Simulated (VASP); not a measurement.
Energy against volume of BaZrO3 (cubic perovskite). Computed with rev-vdW-DF2, VASP's PBE PAW potentials (set 64) (plane waves; VASP 6.6.1). Numerical set-up: 520 eV cut-off, 5×5×5 Γ-centred mesh, Gaussian smearing of 0.050 eV, potentials Ba_sv Zr_sv O.

```tsv
V (Å³/atom)	E (eV/atom)
14.512	-6.81363
14.961	-6.82113
15.410	-6.81528
15.859	-6.79820
```

Task: Fit these four points and predict the energy of the run at 14.063 Å³/atom.

Result: A cubic in V^(−2/3), the third-order Birch-Murnaghan form, passes through the four points with V0 = 14.98 Å³/atom and B0 = 158 GPa, and gives -6.7903 eV/atom there. The run gave -6.7905 eV/atom, -0.2 meV/atom from the fit; all five points give B0 = 157 GPa.

The compound is BaZrO3 in the cubic perovskite structure. It was relaxed first.
